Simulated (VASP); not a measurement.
Wanted: the native input for a VASP 6.6.1 run.

- Task: single point
- Functional: PBE
- Potentials or basis: VASP PAW PBE potentials, release 64 (La, Rh_pv, S)
- Cutoff: 520 eV
- k mesh: 4 × 4 × 4
- Occupations: gaussian, width 0.1 eV
- Spin: collinear spin, typed start
- Starting moments: [0.0, 1.0, 0.0, 0.0, 0.0] μB
- Dipole correction: no
- Further INCAR settings: ALGO = Normal; EDIFF = 1e-07; NBANDS = 34

The structure of LaRhS3 lies in POSCAR:

```
LaRhS3
1.0
    4.7918152700      0.0000000000      0.0000000000
    0.0000000000      4.7918152700      0.0000000000
    0.0000000000      0.0000000000      4.7918152700
La Rh S
1 1 3
Direct
    0.5000000000      0.5000000000      0.5000000000
    0.0000000000      0.0000000000      0.0000000000
    0.0000000000      0.5000000000      0.5000000000
    0.5000000000      0.5000000000      0.0000000000
    0.5000000000      0.0000000000      0.5000000000
```

The cell was built by a generator and needn't be a form met in nature.

The cell isn't the ideal one: species swapped into the CuNi3N type (Pm-3m, No. 221).

The input as run:

INCAR

```
PREC = Accurate
ENCUT = 520
EDIFF = 1E-7
ISMEAR = 0
SIGMA = 0.1
LREAL = F
LASPH = T
NELM = 150
ALGO = Normal
ISIF = 2
LWAVE = F
LCHARG = F
ISPIN = 2
MAGMOM = 0 1 0 0 0
LORBIT = 11
LMAXMIX = 6
GGA = PE
NBANDS = 34
```

KPOINTS

```
Automatic mesh
0
Gamma
  4 4 4
```

Potentials or basis: VASP PAW PBE potentials, release 64 (La, Rh_pv, S).

Command:

```console
$ cat potpaw_PBE.64/La/POTCAR potpaw_PBE.64/Rh_pv/POTCAR potpaw_PBE.64/S/POTCAR > POTCAR
$ mpirun -np 1 vasp_std > vasp.out
```

Results of the run:

```yaml
Pressure: 22.7 GPa
Band_gap_on_the_k_mesh: none (metal or under the smearing width)
Net_moment: 2.36 μB per cell
Site_moments: La +0.01; Rh +1.76; S +0.13 μB
Valence_electrons_inside_the_program's_atomic_spheres: La 9.61; Rh 13.29; S 3.77
```

Caveat: so large a pressure means that the cell lies far from this level's equilibrium, or that cutoff or potentials fall short.

Run time: 87 s on 1 thread of Intel(R) Xeon(R) Platinum 8488C (Sapphire Rapids), with other jobs on the host, peak memory 0.27 GiB.
